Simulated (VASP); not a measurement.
Output of a VASP run:

File OSZICAR:
```
...
DAV:   2     0.167927152151E+01    0.11656E-01   -0.99145E-03  2243   0.100E+00    0.336E-01
DAV:   3     0.168470519893E+01    0.54337E-02   -0.92024E-03  2257   0.927E-01    0.931E-02
DAV:   4     0.168472999412E+01    0.24795E-04   -0.77715E-04  2287   0.232E-01    0.201E-02
DAV:   5     0.168473425769E+01    0.42636E-05   -0.38282E-05  2321   0.585E-02    0.110E-02
DAV:   6     0.168473510460E+01    0.84692E-06   -0.37359E-06  2099   0.178E-02
   7 F= 0.16847351E+01 E0= 0.16853264E+01  d E =-.107216E-02
       N       E                     dE             d eps       ncg     rms          rms(c)
DAV:   1     0.168199514405E+01   -0.27391E-02   -0.11324E-01  2229   0.263E+00    0.233E-01
DAV:   2     0.168382822069E+01    0.18331E-02   -0.15516E-03  2259   0.402E-01    0.134E-01
DAV:   3     0.168468601342E+01    0.85779E-03   -0.14540E-03  2258   0.373E-01    0.358E-02
DAV:   4     0.168468982140E+01    0.38080E-05   -0.12099E-04  2254   0.920E-02    0.792E-03
DAV:   5     0.168469035333E+01    0.53193E-06   -0.55522E-06  2352   0.224E-02
   8 F= 0.16846904E+01 E0= 0.16853552E+01  d E =-.111691E-02
       N       E                     dE             d eps       ncg     rms          rms(c)
DAV:   1     0.168416502213E+01   -0.52480E-03   -0.21781E-02  2221   0.115E+00    0.103E-01
DAV:   2     0.168452305762E+01    0.35804E-03   -0.30267E-04  2250   0.177E-01    0.592E-02
DAV:   3     0.168469028922E+01    0.16723E-03   -0.28271E-04  2259   0.164E-01    0.155E-02
DAV:   4     0.168469012500E+01   -0.16422E-06   -0.23107E-05  2245   0.401E-02    0.347E-03
DAV:   5     0.168469030232E+01    0.17732E-06   -0.94727E-07  1272   0.954E-03
   9 F= 0.16846903E+01 E0= 0.16853223E+01  d E =-.111696E-02
       N       E                     dE             d eps       ncg     rms          rms(c)
DAV:   1     0.168460397905E+01   -0.86146E-04   -0.34273E-03  2221   0.458E-01    0.409E-02
DAV:   2     0.168466007992E+01    0.56101E-04   -0.47682E-05  2246   0.703E-02    0.235E-02
DAV:   3     0.168468625487E+01    0.26175E-04   -0.44494E-05  2261   0.651E-02    0.622E-03
DAV:   4     0.168468657390E+01    0.31903E-06   -0.36563E-06  2101   0.160E-02
  10 F= 0.16846866E+01 E0= 0.16853318E+01  d E =-.112069E-02
       N       E                     dE             d eps       ncg     rms          rms(c)
DAV:   1     0.168462978496E+01   -0.56470E-04   -0.24329E-03  2220   0.386E-01    0.340E-02
DAV:   2     0.168466882002E+01    0.39035E-04   -0.32770E-05  2237   0.586E-02    0.196E-02
DAV:   3     0.168468707357E+01    0.18254E-04   -0.31122E-05  2258   0.545E-02    0.519E-03
DAV:   4     0.168468732276E+01    0.24919E-06   -0.25316E-06  1852   0.134E-02
  11 F= 0.16846873E+01 E0= 0.16853437E+01  d E =-.111994E-02
       N       E                     dE             d eps       ncg     rms          rms(c)
DAV:   1     0.168029874051E+01   -0.43883E-02   -0.82514E-02  2180   0.257E+00    0.382E-01
DAV:   2     0.168414222048E+01    0.38435E-02   -0.85312E-03  2176   0.771E-01    0.120E-01
DAV:   3     0.168464461313E+01    0.50239E-03   -0.17647E-03  2181   0.360E-01    0.901E-02
DAV:   4     0.168466963247E+01    0.25019E-04   -0.70404E-05  2212   0.519E-02    0.933E-03
DAV:   5     0.168467179147E+01    0.21590E-05   -0.22368E-05  2282   0.398E-02    0.569E-03
DAV:   6     0.168467194419E+01    0.15272E-06   -0.79322E-07  1095   0.781E-03
  12 F= 0.16846719E+01 E0= 0.16853283E+01  d E =-.153786E-04
```

File OUTCAR:
```
------------------------ aborting loop because EDIFF is reached ----------------------------------------
  FORCE on cell =-STRESS in cart. coord.  units (eV):
  Direction    XX          YY          ZZ          XY          YZ          ZX
  --------------------------------------------------------------------------------------
  Total       -0.0197136     -0.0197136     -0.0194400      0.0000000     -0.0000000      0.0000000
  in kB       -0.5127215     -0.5127215     -0.5056053      0.0000000     -0.0000000      0.0000000
  external PRESSURE =      -0.5103494 kB  Pullay stress =       0.0000000 kB
  volume of cell :       61.60
      direct lattice vectors                 reciprocal lattice vectors
     1.782283889 -3.087006362 -0.000000000     0.280538921 -0.161969216  0.000000000
     1.782283889  3.087006362  0.000000000     0.280538921  0.161969216  0.000000000
    -0.000000000 -0.000000000  5.598238661     0.000000000 -0.000000000  0.178627611
 POSITION                                       TOTAL-FORCE (eV/Angst)
 -----------------------------------------------------------------------------------
      1.78228      1.02900      1.39956        -0.000000     -0.000000      0.000000
      1.78228     -1.02900      4.19868         0.000000      0.000000      0.000000
 -----------------------------------------------------------------------------------
    total drift:                               -0.000018      0.000478      0.000011
  FREE ENERGIE OF THE ION-ELECTRON SYSTEM (eV)
  ---------------------------------------------------
  free  energy   TOTEN  =         1.6846719442 eV

  energy  without entropy=        1.6866409631  energy(sigma->0) =        1.68532828

 reached required accuracy - stopping structural energy minimisation
```
(Selected blocks of OUTCAR.)

### POSCAR
```
Tl
1
    1.7300000000    -2.9964480000     0.0000000000
    1.7300000000     2.9964480000     0.0000000000
    0.0000000000     0.0000000000     5.5200000000
Tl
2
Direct
  0.3333330000   0.6666670000   0.2500000000
  0.6666670000   0.3333330000   0.7500000000
```

Task: Reconstruct the remaining input files.

Result: One answer among several that fit: the input of the run itself, optB88-vdW, plane waves, VASP's PBE PAW potentials (set 64).

KPOINTS:
```
Automatic mesh
0
Gamma
11 11 6
0 0 0
```

### INCAR
```
AGGAC=0.0
ALGO=Normal
EDIFF=1E-6
EDIFFG=-0.01
ENCUT=520
GGA=BO
IBRION=2
ISIF=3
ISMEAR=1
LASPH=T
LCHARG=F
LMAXMIX=4
LREAL=F
LUSE_VDW=T
LWAVE=F
NELM=100
NSW=60
PARAM1=0.1833333333
PARAM2=0.22
PREC=Accurate
SIGMA=0.1
SYSTEM=Tl
```

POTCAR, in this order: Tl_d (PBE.64 set). Program: vasp_std.

Energy and stress use the plane-wave basis of the starting cell.

The compound is Tl in the hcp structure. This run relaxes it. Symmetry was kept, so distortions that lower it aren't found.
